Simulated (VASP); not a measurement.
PBr: single point with PBE

The system is PBr.

```
Br P
1.0
     4.93856    0.00000    0.00000
    -2.06239    5.19450    0.00000
    -0.69678   -0.65377    6.23326
Br P
2 2
Direct
  0.66580 0.85501 0.24276
  0.33420 0.14499 0.75724
  0.64072 0.49976 0.63187
  0.35928 0.50024 0.36813
```

The cell comes from a database or a generator and needn't be the stable form of this composition.

```json
{
  "Program": "VASP 6.6.1",
  "Task": "single point",
  "Functional": "PBE",
  "Potentials or basis": "VASP PAW PBE potentials, release 64 (Br, P)",
  "Cutoff": "520 eV",
  "k mesh": "6 × 5 × 5",
  "Occupations": "fermi-dirac, width 0.05 eV",
  "Spin": "no spin polarisation",
  "Further INCAR settings": "ALGO = Normal; EDIFF = 1e-07; NBANDS = 20"
}
```

```yaml
Pressure: 0.1 GPa
Largest_force: 0.096 eV/Å
Band_gap_on_the_k_mesh: 1.48 eV, direct
```

Forces on the atoms (eV/Å):
```
Br  -0.008 -0.093 -0.023
Br   0.008  0.093  0.023
P   -0.001 -0.049 -0.017
P    0.001  0.049  0.017
```

Stress tensor (GPa, compression positive):
```
 0.04 -0.07  0.10
-0.07  0.12  0.07
 0.10  0.07  0.11
```

Levels at points of the mesh, in eV from the valence-band top:
```
           k point  band 8  band 9  band 10  band 11  band 12  band 13  band 14  band 15  band 16  band 17
(0.00, 0.00, 0.00)   -2.22   -2.20    -1.41    -1.14    -0.57     1.92     3.23     4.66     5.54     5.64
(0.50, 0.00, 0.00)   -2.40   -2.27    -1.59    -0.91    -0.28     2.29     2.69     3.55     4.73     6.30
```

Wall time 2.5 min on 1 thread of Intel(R) Xeon(R) 6975P-C (Granite Rapids) (shared host), peak memory 0.38 GiB.

Caveat: an odd mesh through Γ misses points on the zone boundary, where band edges often lie.
